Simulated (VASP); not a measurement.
Method: PBEsol GGA, VASP's PBE PAW potentials (set 64) (plane waves; VASP 6.6.1).

VASP ran on this input.

File KPOINTS:
```
Automatic mesh
0
Gamma
5 5 4
0 0 0
```

INCAR:
```
SYSTEM=SiO2
PREC=Accurate; ENCUT=520; LREAL=.FALSE.
LASPH=.TRUE.
EDIFF=1E-6; NELM=100; ALGO=Normal
ISMEAR=0; SIGMA=0.05
GGA=PS
IBRION=2; NSW=60; ISIF=3
EDIFFG=-0.02
LWAVE=.FALSE.; LCHARG=.FALSE.
```

### POSCAR
```
SiO2
1.0
  2.4764094360  -4.2892670812   0.0000000000
  2.4764094360   4.2892670812   0.0000000000
  0.0000000000   0.0000000000   5.4444296036
Si O
3 6
Cartesian
  3.6401360956  -2.2736333253   1.8148080531
  2.6253655527  -0.0000000000   0.0000000000
  3.6401360956   2.2736333253   3.6296215505
  1.6835139134   0.6234016847   1.1680186617
  3.5711802344   1.1462650143   4.7976402123
  2.1745341602  -2.5196003822   2.4615974444
  3.5711802344  -1.1462650143   0.6467893913
  1.6835139134  -0.6234016847   4.2764109419
  2.1745341602   2.5196003822   2.9828321592
```

POTCAR, in this order: Si O (PBE.64 set). Program: vasp_std.

What VASP printed:

**OUTCAR**
```
 ion  position               nearest neighbor table
   1  0.000  0.470  0.333-   6 1.62   4 1.62   7 1.62   9 1.62   2 3.08   2 3.08   3 3.08   3 3.08
  LATTYP: Found a hexagonal cell.
 ALAT       =     4.9528189739
 C/A-ratio  =     1.0992587519
 Subroutine PRICEL returns:
 Original cell was already a primitive cell.
 Subroutine GETGRP returns: Found  6 space group operations
The static configuration has the point symmetry C_2 .
 The point group associated with its full space group is D_3 .
The dynamic configuration has the point symmetry C_2 .
 Subroutine INISYM returns: Found  6 space group operations
 Subroutine IBZKPT returns following result:
 Found     17 irreducible k-points:

 Following reciprocal coordinates:
            Coordinates               Weight
  0.000000  0.000000  0.000000      1.000000
  0.200000  0.000000  0.000000      6.000000
  0.400000  0.000000  0.000000      6.000000
  0.200000  0.200000  0.000000      6.000000
  0.400000  0.200000  0.000000      6.000000
  0.000000  0.000000  0.250000      2.000000
  0.200000  0.000000  0.250000      6.000000
  0.000000  0.200000  0.250000      6.000000
  0.400000  0.000000  0.250000      6.000000
  0.000000  0.400000  0.250000      6.000000
  0.200000  0.200000  0.250000     12.000000
  0.400000  0.200000  0.250000     12.000000
  0.000000  0.000000  0.500000      1.000000
  0.200000  0.000000  0.500000      6.000000
  0.400000  0.000000  0.500000      6.000000
  0.200000  0.200000  0.500000      6.000000
  0.400000  0.200000  0.500000      6.000000
   k-points           NKPTS =     17   k-points in BZ     NKDIM =     17   number of bands    NBANDS=     29
   number of dos      NEDOS =    301   number of ions     NIONS =      9
   total plane-waves  NPLWV =  64000
   dimension x,y,z NGX =    40 NGY =   40 NGZ =   40
   dimension x,y,z NGXF=    80 NGYF=   80 NGZF=   80
   ions per type =               3   6
   PREC   = accura    normal or accurate (medium, high low for compatibility)
   ISTART =      0    job   : 0-new  1-cont  2-samecut
   ICHARG =      2    charge: 1-file 2-atom 10-const
   ISPIN  =      1    spin polarized calculation?
   LNONCOLLINEAR =      F non collinear calculations
   LSORBIT =      F    spin-orbit coupling
   INIWAV =      1    electr: 0-lowe 1-rand  2-diag
   ENCUT  =  520.0 eV  38.22 Ry    6.18 a.u.   9.21  9.21 10.12*2*pi/ulx,y,z
   NELM   =    100;   NELMIN=  2; NELMDL= -5     # of ELM steps
   EDIFF  = 0.1E-05   stopping-criterion for ELM
   LREAL  =      F    real-space projection
   NLSPLINE    = F    spline interpolate recip. space projectors
   LMAXMIX     =    2 max onsite mixed and CHGCAR
   VOSKOWN=      0    Vosko Wilk Nusair interpolation
   EDIFFG = -.2E-01   stopping-criterion for IOM
   NSW    =     60    number of steps for IOM
   NBLOCK =      1;   KBLOCK =     60    inner block; outer block
   IBRION =      2    ionic relax: 0-MD 1-quasi-New 2-CG
   NFREE  =      1    steps in history (QN), initial steepest desc. (CG)
   ISIF   =      3    stress and relaxation
   ISYM   =      2    0-nonsym 1-usesym 2-fastsym
   TEIN   =    0.0    initial temperature
   TEBEG  =    0.0;   TEEND  =   0.0 temperature during run
   SMASS  =  -3.00    Nose mass-parameter (am)
   PSTRESS=    0.0 pullay stress
   NELECT =      48.0000    total number of electrons
   EFERMI =   0.00;   METHOD = LEGACY
   ISMEAR =     0;   SIGMA  =   0.05  broadening in eV -4-tet -1-fermi 0-gaus
   IALGO  =     38    algorithm
   LDIAG  =      T    sub-space diagonalisation (order eigenvalues)
   IMIX   =      4    mixing-type and parameters
     AMIX     =   0.40;   BMIX     =  1.00
     AMIX_MAG =   1.60;   BMIX_MAG =  1.00
     AMIN     =   0.10
   GGA     = PS    functional components
...
```

### OSZICAR
```
       N       E                     dE             d eps       ncg     rms          rms(c)
DAV:   1     0.307860303483E+03    0.30786E+03   -0.25480E+04   994   0.152E+03
DAV:   2    -0.623331861427E+02   -0.37019E+03   -0.36202E+03  1311   0.337E+02
DAV:   3    -0.823594950044E+02   -0.20026E+02   -0.19967E+02  1156   0.890E+01
DAV:   4    -0.826184308581E+02   -0.25894E+00   -0.25846E+00  1151   0.110E+01
DAV:   5    -0.826237278652E+02   -0.52970E-02   -0.52946E-02  1141   0.155E+00    0.244E+01
DAV:   6    -0.740861002614E+02    0.85376E+01   -0.38299E+01  1146   0.344E+01    0.117E+01
DAV:   7    -0.740296757297E+02    0.56425E-01   -0.92309E-01  1200   0.528E+00    0.449E+00
DAV:   8    -0.740024465265E+02    0.27229E-01   -0.43230E-02  1146   0.177E+00    0.145E+00
DAV:   9    -0.740078657157E+02   -0.54192E-02   -0.15216E-02  1146   0.104E+00    0.346E-01
DAV:  10    -0.740095741363E+02   -0.17084E-02   -0.41686E-03  1146   0.371E-01    0.974E-02
DAV:  11    -0.740094759339E+02    0.98202E-04   -0.14787E-03  1156   0.229E-01    0.229E-02
DAV:  12    -0.740094793922E+02   -0.34583E-05   -0.50906E-05  1141   0.464E-02    0.151E-02
DAV:  13    -0.740094832749E+02   -0.38827E-05   -0.16753E-05  1151   0.229E-02    0.350E-03
DAV:  14    -0.740094836992E+02   -0.42432E-06   -0.64396E-07   738   0.526E-03
   1 F= -.74009484E+02 E0= -.74009484E+02  d E =-.740095E+02
```

File OUTCAR:
```
------------------------ aborting loop because EDIFF is reached ----------------------------------------
  FORCE on cell =-STRESS in cart. coord.  units (eV):
  Direction    XX          YY          ZZ          XY          YZ          ZX
  --------------------------------------------------------------------------------------
  Total        0.0325678      0.0325678      0.0635548      0.0000000      0.0000000     -0.0000000
  in kB        0.4511403      0.4511404      0.8803824      0.0000000      0.0000000     -0.0000000
  external PRESSURE =       0.5942210 kB  Pullay stress =       0.0000000 kB
  volume of cell :      115.66
      direct lattice vectors                 reciprocal lattice vectors
     2.476409436 -4.289267081  0.000000000     0.201905223 -0.116570032  0.000000000
     2.476409436  4.289267081  0.000000000     0.201905223  0.116570032  0.000000000
     0.000000000  0.000000000  5.444429604     0.000000000  0.000000000  0.183673970
 POSITION                                       TOTAL-FORCE (eV/Angst)
 -----------------------------------------------------------------------------------
      1.16373      2.01563      1.81481         0.004137      0.007165      0.000000
      2.62537      0.00000      0.00000        -0.008273     -0.000000      0.000000
      1.16373     -2.01563      3.62962         0.004137     -0.007165      0.000000
      1.68351      0.62340      1.16802         0.007670      0.002953     -0.002744
      3.57118      1.14627      4.79764        -0.006393      0.005166     -0.002744
      2.17453     -2.51960      2.46160        -0.001278      0.008119      0.002744
      3.57118     -1.14627      0.64679        -0.006393     -0.005166      0.002744
      1.68351     -0.62340      4.27641         0.007670     -0.002953      0.002744
      2.17453      2.51960      2.98283        -0.001278     -0.008119     -0.002744
 -----------------------------------------------------------------------------------
    total drift:                               -0.001504      0.000663      0.000002
  FREE ENERGIE OF THE ION-ELECTRON SYSTEM (eV)
  ---------------------------------------------------
  free  energy   TOTEN  =       -74.0094836992 eV

  energy  without entropy=      -74.0094836992  energy(sigma->0) =      -74.00948370

 reached required accuracy - stopping structural energy minimisation
```
(Selected blocks of OUTCAR.)

The compound is SiO2 in the quartz structure. It was relaxed first. The start is the result of an earlier pass.
